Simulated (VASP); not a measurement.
OSZICAR of a VASP run on Te (space group P3_121):

File OSZICAR:
```
       N       E                     dE             d eps       ncg     rms          rms(c)
DAV:   1     0.573654832370E+02    0.57365E+02   -0.48829E+03   156   0.718E+02
DAV:   2    -0.577176129007E+01   -0.63137E+02   -0.60177E+02   209   0.128E+02
DAV:   3    -0.919687944932E+01   -0.34251E+01   -0.34090E+01   176   0.361E+01
DAV:   4    -0.926607883078E+01   -0.69199E-01   -0.69171E-01   226   0.615E+00
DAV:   5    -0.926630544362E+01   -0.22661E-03   -0.22661E-03   186   0.325E-01    0.121E+01
DAV:   6    -0.924336869686E+01    0.22937E-01   -0.24506E-02   161   0.104E+00    0.772E+00
DAV:   7    -0.923901428977E+01    0.43544E-02   -0.53217E-02   161   0.159E+00    0.299E-01
DAV:   8    -0.923812245946E+01    0.89183E-03   -0.94553E-03   156   0.619E-01    0.206E-01
DAV:   9    -0.923816139045E+01   -0.38931E-04   -0.25508E-04   186   0.121E-01    0.117E-01
DAV:  10    -0.923821730934E+01   -0.55919E-04   -0.62043E-05   164   0.577E-02    0.255E-02
DAV:  11    -0.923821083736E+01    0.64720E-05   -0.24704E-05   166   0.324E-02    0.165E-02
DAV:  12    -0.923821115425E+01   -0.31689E-06   -0.20360E-06   108   0.949E-03
   1 F= -.92382112E+01 E0= -.92381963E+01  d E =-.297965E-04
```

**Question.** Which electronic solver shows in the log?

**Answer.** It is blocked Davidson (ALGO = Normal, or the opening steps of other solvers). The INCAR had ALGO = Normal.

**Question.** Can the final energy be trusted as converged?

**Answer.** The run converged. It stopped with EDIFF = 1E-6, NELM = 100 (PBE GGA, plane waves, VASP's PBE PAW potentials (set 64)).

The structure is a typed Te crystal (P3_121). The cell was not relaxed at this level. The k-mesh is coarse (spacing up to 0.54 per Å, 2π included), so the numbers may not be converged in it. The run is one of a series of settings (KPOINTS 3×3×2 Γ-centred mesh against the base run), some of them coarse on purpose.
